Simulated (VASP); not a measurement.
CaO:

```
CELL_PARAMETERS angstrom
0.00000 2.40750 2.40750
2.40750 0.00000 2.40750
2.40750 2.40750 0.00000
ATOMIC_POSITIONS crystal
Ca 0.00000 0.00000 0.00000
O 0.50000 0.50000 0.50000
```

The cell was built by a generator and isn't the measured one.

Program: VASP 6.6.1. Alike in all runs: task single point; no spin polarisation; cell as given; cutoff (eV) 520; smearing fermi-dirac 0.05 eV.

Task: Order these runs on this cell by their band gap on the k mesh, lowest first.
A. level PBE0; potentials or basis VASP PAW PBE potentials, release 64 (Ca_sv, O); k mesh 8 × 8 × 8; grid for exact exchange (PRECFOCK) Fast; exchange at q = 0 default
B. level LDA; potentials or basis VASP PAW LDA potentials, release 64 (Ca_sv, O); k mesh 12 × 12 × 12
C. level r2SCAN; potentials or basis VASP PAW PBE potentials, release 64 (Ca_sv, O); k mesh 8 × 8 × 8
D. level HSE06; potentials or basis VASP PAW PBE potentials, release 64 (Ca_sv, O); k mesh 8 × 8 × 8; grid for exact exchange (PRECFOCK) Fast; screening parameter 0.2 1/A

Result: B (3.46 eV), C (4.19 eV), D (5.32 eV), A (6.04 eV).

A k mesh can miss the band edges.

Not every run made on this cell is shown here.
